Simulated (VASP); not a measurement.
Here is the system:

```
Rh
1.0
    0.00000     1.97234     1.97234
    1.97234     0.00000     1.97234
    1.97234     1.97234     0.00000
Rh
1
Direct
  0.00000   0.00000   0.00000
```

These are vdW-DF2, VASP's PBE PAW potentials (set 64) (plane waves; VASP) values and carry that method's errors. Settings: 520 eV cut-off, Gaussian smearing of 0.050 eV, potentials Rh_pv.

Question: Give the energies of bands 4 to 9 at the high-symmetry points, in eV from the Fermi level.

Answer: 
| band | Γ | X | U | L | W |
|---|---|---|---|---|---|
| 4 | -6.92 | -5.25 | -4.57 | -5.14 | -4.13 |
| 5 | -2.56 | -4.94 | -3.93 | -2.63 | -3.13 |
| 6 | -2.56 | 0.40 | -1.65 | -2.63 | -3.13 |
| 7 | -2.56 | 0.81 | -0.59 | 0.45 | -1.00 |
| 8 | -0.87 | 0.81 | 0.32 | 0.45 | 0.82 |
| 9 | -0.87 | 3.45 | 7.38 | 1.23 | 9.08 |

It has no gap at this level: it comes out as a metal or semimetal.

The compound is Rh in the fcc structure. It was relaxed first, which changed the volume by +12 %.
